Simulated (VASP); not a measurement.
Given:

```xyz
2
Lattice="1.4650 -2.5374 0.0000 1.4650 2.5374 0.0000 0.0000 0.0000 5.4047" Properties=species:S:1:pos:R:3 pbc="T T T"
Cd     1.4650     0.8458     1.3512
Cd     1.4650    -0.8458     4.0535
```

All values below come from PBE GGA with D3 dispersion (Becke-Johnson damping), VASP's PBE PAW potentials (set 64) (plane waves; VASP). Settings: 520 eV cut-off, 14×14×7 Γ-centred mesh, first-order Methfessel-Paxton smearing of 0.10 eV, potentials Cd.

Task: The ions and cell shape at fixed volume are relaxed. Predict the relaxed structure.

Result: 
```xyz
2
Lattice="1.4938 -2.5874 0.0000 1.4938 2.5874 0.0000 0.0000 0.0000 5.1979" Properties=species:S:1:pos:R:3 pbc="T T T"
Cd     1.4938     0.8625     1.2995
Cd     1.4938    -0.8625     3.8984
```
Space group P6_3/mmc (194), at a tolerance of 0.03 Å.

Task: How much energy does the relaxation gain?

Result: The energy (σ→0) changes by -8.3 meV/atom, in 6 ionic steps.

```json
[
 {"step": "1", "E(σ→0) (eV)": "-2.3149", "max force (eV/Å)": "0.000", "pressure (GPa)": "4.47", "volume (Å³)": "40.18"},
 {"step": "2", "E(σ→0) (eV)": "-2.3245", "max force (eV/Å)": "0.000", "pressure (GPa)": "4.07", "volume (Å³)": "40.18"},
 {"step": "3", "E(σ→0) (eV)": "-2.3314", "max force (eV/Å)": "0.000", "pressure (GPa)": "3.77", "volume (Å³)": "40.18"},
 {"step": "4", "E(σ→0) (eV)": "-2.3311", "max force (eV/Å)": "0.000", "pressure (GPa)": "3.71", "volume (Å³)": "40.18"},
 {"step": "5", "E(σ→0) (eV)": "-2.3315", "max force (eV/Å)": "0.000", "pressure (GPa)": "3.72", "volume (Å³)": "40.18"},
 {"step": "6", "E(σ→0) (eV)": "-2.3315", "max force (eV/Å)": "0.000", "pressure (GPa)": "3.72", "volume (Å³)": "40.18"}
]
```

The compound is Cd in the hcp structure. This cell is one point of a volume scan, at 0.94 of the reference volume. Symmetry was kept, so distortions that lower it aren't found.
